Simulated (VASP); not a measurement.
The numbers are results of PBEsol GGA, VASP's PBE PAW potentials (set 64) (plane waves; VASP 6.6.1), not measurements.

VASP ran on this input.

**KPOINTS**
```
K-points
0
G
  10 10 8
```

**INCAR**
```
SYSTEM = ZrB2
PREC = Accurate
ENCUT = 520
EDIFF = 1E-6
NELM = 100
ALGO = Normal
LREAL = .FALSE.
LASPH = .TRUE.
ISMEAR = 1
SIGMA = 0.1
GGA = PS
LMAXMIX = 4
LWAVE = .FALSE.
LCHARG = .FALSE.
IBRION = 2
ISIF = 3
NSW = 60
EDIFFG = -0.02
```

POSCAR:
```
ZrB2
1.0
  1.5773694155  -2.7320844331   0.0000000000
  1.5773694155   2.7320844331   0.0000000000
  0.0000000000   0.0000000000   3.5119726413
Zr B
1 2
Direct
  0.0000000000   0.0000000000   0.0000000000
  0.3333330000   0.6666670000   0.5000000000
  0.6666670000   0.3333330000   0.5000000000
```

POTCAR, in this order: Zr_sv B (PBE.64 set). Program: vasp_std.

The resulting files:

File OSZICAR:
```
       N       E                     dE             d eps       ncg     rms          rms(c)
DAV:   1     0.111637731501E+03    0.11164E+03   -0.10029E+04  1820   0.138E+03
DAV:   2    -0.230198425047E+02   -0.13466E+03   -0.13000E+03  2098   0.337E+02
DAV:   3    -0.288240551154E+02   -0.58042E+01   -0.57653E+01  2921   0.617E+01
DAV:   4    -0.289637306213E+02   -0.13968E+00   -0.13959E+00  2267   0.909E+00
DAV:   5    -0.289687573744E+02   -0.50268E-02   -0.50265E-02  2831   0.118E+00    0.231E+01
DAV:   6    -0.264452191700E+02    0.25235E+01   -0.72459E+00  2161   0.195E+01    0.961E+00
DAV:   7    -0.264029080160E+02    0.42311E-01   -0.86488E-01  2764   0.618E+00    0.331E+00
DAV:   8    -0.264014042267E+02    0.15038E-02   -0.10088E-01  2167   0.296E+00    0.772E-01
DAV:   9    -0.263985624654E+02    0.28418E-02   -0.16317E-02  2264   0.107E+00    0.134E-01
DAV:  10    -0.263985192960E+02    0.43169E-04   -0.81643E-04  2305   0.270E-01    0.417E-02
DAV:  11    -0.263985278719E+02   -0.85760E-05   -0.27759E-05  2512   0.605E-02    0.132E-02
DAV:  12    -0.263985272031E+02    0.66883E-06   -0.13051E-06  1514   0.134E-02
   1 F= -.26398527E+02 E0= -.26398441E+02  d E =-.263985E+02
```

### OUTCAR
```
------------------------ aborting loop because EDIFF is reached ----------------------------------------
  FORCE on cell =-STRESS in cart. coord.  units (eV):
  Direction    XX          YY          ZZ          XY          YZ          ZX
  --------------------------------------------------------------------------------------
  Total        0.0045066      0.0045066      0.0145416      0.0000000     -0.0000000      0.0000000
  in kB        0.2385345      0.2385346      0.7696867      0.0000000     -0.0000000      0.0000000
  external PRESSURE =       0.4155853 kB  Pullay stress =       0.0000000 kB
  volume of cell :       30.27
      direct lattice vectors                 reciprocal lattice vectors
     1.577369415 -2.732084433  0.000000000     0.316983450 -0.183010449  0.000000000
     1.577369415  2.732084433  0.000000000     0.316983450  0.183010449  0.000000000
     0.000000000  0.000000000  3.511972641     0.000000000  0.000000000  0.284740259
 POSITION                                       TOTAL-FORCE (eV/Angst)
 -----------------------------------------------------------------------------------
      0.00000      0.00000      0.00000        -0.000000     -0.000000      0.000000
      1.57737      0.91070      1.75599         0.000000      0.000000      0.000000
      1.57737     -0.91070      1.75599         0.000000     -0.000000     -0.000000
 -----------------------------------------------------------------------------------
    total drift:                                0.000000     -0.000000      0.000000
  FREE ENERGIE OF THE ION-ELECTRON SYSTEM (eV)
  ---------------------------------------------------
  free  energy   TOTEN  =       -26.3985272031 eV

  energy  without entropy=      -26.3982672112  energy(sigma->0) =      -26.39844054

 reached required accuracy - stopping structural energy minimisation
```
(Selected blocks of OUTCAR.)

The compound is ZrB2 in the AlB2 type structure. It was relaxed first. The start is the result of an earlier pass.
